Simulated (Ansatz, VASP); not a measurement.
Os2Au in VASP and in Ansatz

```xyz
3
Lattice="4.4199 0.0000 0.0000 -2.2100 3.8278 0.0000 0.0000 0.0000 2.8032" Properties=species:S:1:pos:R:3 pbc="T T T"
Os    0.0000    2.5519    1.4016
Os    2.2100    1.2759    1.4016
Au    0.0000    0.0000    0.0000
```

Alike in both runs: functional PBE; k mesh 6 × 6 × 6; occupations gaussian, width 0.1 eV; no spin polarisation.

Ansatz relaxed the structure, and its values are those at the end. VASP's run is a single point on that final structure, the one shown.

```csv
,VASP,Ansatz
version,VASP 6.6.1,Ansatz 0.2.0
potentials or method,"VASP PAW PBE potentials, release 64 (Os, Au)","scalar-relativistic, plane waves, PAW"
plane-wave cutoff (eV),520,420
valence electrons in the cell,27,51
```

Ansatz gave:

| Item | Value |
| --- | --- |
| gap on the k mesh at the Fermi level (eV) | none |
| pressure (GPa) | 0.1 |

Problem. Estimate VASP's values.

Solution. gap on the k mesh at the Fermi level (eV): none; pressure (GPa): -0.3.

A gap of «none» marks a metal or a gap that the smearing closes. The two sets of potentials don't hold the same shells in valence.

Caveats: the k mesh is coarse (spacing up to 0.37 Å⁻¹), so the values aren't converged. The runs have no spin-orbit coupling, so splittings on Au, Os are missing.
